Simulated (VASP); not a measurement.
Input of a VASP 6.6.1 run:

Contents of INCAR:

```
SYSTEM = SiC
PREC = Accurate ; ENCUT = 600
EDIFF = 1E-8 ; ISMEAR = 0
SIGMA = 0.02 ; LREAL = .False.
LASPH = .True. ; NELM = 100
ALGO = Normal ; ISIF = 2
LWAVE = .False. ; LCHARG = .False.
GGA = CA ; LEPSILON = .True.
IBRION = 8 ; NSW = 1
```

File KPOINTS:

```
Automatic mesh
0
Gamma
  10 10 10
  0 0 0
```

File POSCAR:

```
SiC
1.0
    0.0000000000      2.1652800000      2.1652800000
    2.1652800000      0.0000000000      2.1652800000
    2.1652800000      2.1652800000      0.0000000000
Si C
1 1
Direct
    0.7500000000      0.7500000000      0.7500000000
    0.0000000000      0.0000000000      0.0000000000
```

Potentials or basis: VASP PAW LDA potentials, release 64 (Si, C).

Command:

```sh
$ cat potpaw_LDA.64/Si/POTCAR potpaw_LDA.64/C/POTCAR > POTCAR
$ mpirun -np 1 vasp_std > vasp.out
```

Question: What does it give for the electronic dielectric tensor (diagonal)?

Answer: 6.97.

Question: Predict the Born charges (mean of the diagonal).

Answer: Si +2.71; C -2.71 e.

Question: Estimate the highest phonon frequency at Γ, LO-TO splitting left out.

Answer: 797 cm⁻¹.

Question: Estimate the band gap on the k mesh.

Answer: 1.29 eV, indirect (least direct gap 4.52 eV).

Electronic dielectric tensor:
```
6.97 0.00 0.00
0.00 6.97 0.00
0.00 0.00 6.97
```

**Experimental background.**

From “Insight into the structural, elastic and electronic properties of a new orthorhombic 6O-SiC polytype”, 2020, pmc:7200658, for a bulk crystal of SiC: band gap 2.4 eV (indirect).

“Infrared properties of SiC particles”, 1999, arxiv:astro-ph/9903031 quotes, for a bulk crystal of SiC: high-frequency dielectric constant 6.49.

Measured gap of SiC: 2.4 eV (indirect; quoted in “Insight into the structural, elastic and electronic properties of a new orthorhombic 6O-SiC polytype”, 2020, pmc:7200658). This calculation gives 1.29 eV (-1.11 eV). The value is that of LDA on a finite k mesh, which can miss the band edges, without temperature or zero-point motion. Semilocal functionals fall short of measured gaps as a rule. The cell is a database's relaxed one, not the measured one, which moves gaps too. A measured high-frequency dielectric constant of SiC is 6.49 (quoted in “Infrared properties of SiC particles”, 1999, arxiv:astro-ph/9903031); the calculated 6.97 misses it by +7.4 %.
